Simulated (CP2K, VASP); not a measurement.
VASP ran on this input.

INCAR:
```
# general
SYSTEM  = NaSn2Pd3
PREC    = Accurate
ENCUT   = 300   # plane-wave cut-off (eV)
LREAL   = .FALSE.
LASPH   = .TRUE.

# electronic loop
EDIFF   = 1E-6   # SCF stop (eV)
NELM    = 100   # most electronic steps
ALGO    = Normal
LMAXMIX = 4   # l cut-off of mixed one-centre charges

# smearing
ISMEAR  = 0
SIGMA   = 0.05   # width (eV)

# functional
GGA     = PS   # PBEsol

# ions
ISIF    = 2   # forces and stress, cell fixed

# output
LWAVE   = .FALSE.
LCHARG  = .FALSE.
```

**POSCAR**
```
NaSn2Pd3
1
    5.8882640000     0.0000000000     0.0000000000
   -2.9441320000     5.0993860000     0.0000000000
    0.0000000000     0.0000000000     4.3489680000
Na Sn Pd
1 2 3
Direct
 -0.0021350000  -0.0055860000   0.1979760000
  0.6690160000   0.3484400000   0.5033470000
  0.3338080000   0.6671980000   0.4964700000
 -0.0071030000   0.5024100000   0.9846850000
  0.5050650000  -0.0036900000   0.9980290000
  0.5013490000   0.4912280000   0.9894830000
```

**KPOINTS**
```
Automatic mesh
0
Gamma
5 5 5
0 0 0
```

POTCAR, in this order: Na_pv Sn_d Pd (PBE.64 set). Program: vasp_std.

**Question.** Translate it to CP2K.

**Answer.** One input that does it (PBEsol, GPW, DZVP-MOLOPT-SR-GTH basis, GTH-PBE potentials (GTH_POTENTIALS)):
```
&GLOBAL
  PROJECT scf
  RUN_TYPE ENERGY_FORCE
  PRINT_LEVEL MEDIUM
&END GLOBAL
&FORCE_EVAL
  METHOD Quickstep
  STRESS_TENSOR ANALYTICAL
  &DFT
    BASIS_SET_FILE_NAME BASIS_MOLOPT
    POTENTIAL_FILE_NAME GTH_POTENTIALS
    &QS
      METHOD GPW
      EPS_DEFAULT 1E-10
    &END QS
    &MGRID
      CUTOFF 950
      REL_CUTOFF 50
      NGRIDS 5
    &END MGRID
    &SCF
      SCF_GUESS ATOMIC
      EPS_SCF 1E-7
      MAX_SCF 100
      ADDED_MOS 12
      &DIAGONALIZATION
        ALGORITHM STANDARD
      &END DIAGONALIZATION
      &MIXING
        METHOD BROYDEN_MIXING
        ALPHA 0.2
        NBUFFER 12
        BETA 1.5
      &END MIXING
      &SMEAR ON
        METHOD GAUSSIAN
        SIGMA [eV] 0.05
      &END SMEAR
    &END SCF
    &KPOINTS
      SCHEME MONKHORST-PACK 5 5 5
    &END KPOINTS
    &XC
      &XC_FUNCTIONAL
        &PBE
          PARAMETRIZATION PBESOL
        &END PBE
      &END XC_FUNCTIONAL
    &END XC
    &PRINT
      &MO
        EIGENVALUES T
        OCCUPATION_NUMBERS T
        NDIGITS 8
        FILENAME mo
        &EACH
          QS_SCF 0
        &END EACH
        ADD_LAST NUMERIC
      &END MO
      &MULLIKEN ON
      &END MULLIKEN
    &END PRINT
  &END DFT
  &SUBSYS
    &CELL
      A 5.88826400 0.00000000 0.00000000
      B -2.94413200 5.09938600 0.00000000
      C 0.00000000 0.00000000 4.34896800
      PERIODIC XYZ
    &END CELL
    &COORD
      SCALED
      Na      -0.00213500    -0.00558600     0.19797600
      Sn       0.66901600     0.34844000     0.50334700
      Sn       0.33380800     0.66719800     0.49647000
      Pd      -0.00710300     0.50241000     0.98468500
      Pd       0.50506500    -0.00369000     0.99802900
      Pd       0.50134900     0.49122800     0.98948300
    &END COORD
    &KIND Na
      BASIS_SET DZVP-MOLOPT-SR-GTH
      POTENTIAL GTH-PBE-q9
    &END KIND
    &KIND Sn
      BASIS_SET DZVP-MOLOPT-SR-GTH
      POTENTIAL GTH-PBE-q4
    &END KIND
    &KIND Pd
      BASIS_SET DZVP-MOLOPT-SR-GTH
      POTENTIAL GTH-PBE-q18
    &END KIND
  &END SUBSYS
  &PRINT
    &FORCES ON
    &END FORCES
    &STRESS_TENSOR ON
    &END STRESS_TENSOR
  &END PRINT
&END FORCE_EVAL
```
Both inputs were run and reached self-consistency, which says nothing on mesh or cut-off. Potentials, basis and cut-offs are each code's own, so they don't translate, and total energies aren't comparable.

The structure comes from a computed database's NaSn2Pd3 entry (P6mm); how it stands against other phases isn't given here. The cell was not relaxed at this level, atoms are displaced from their ideal sites, and it may have been scaled.
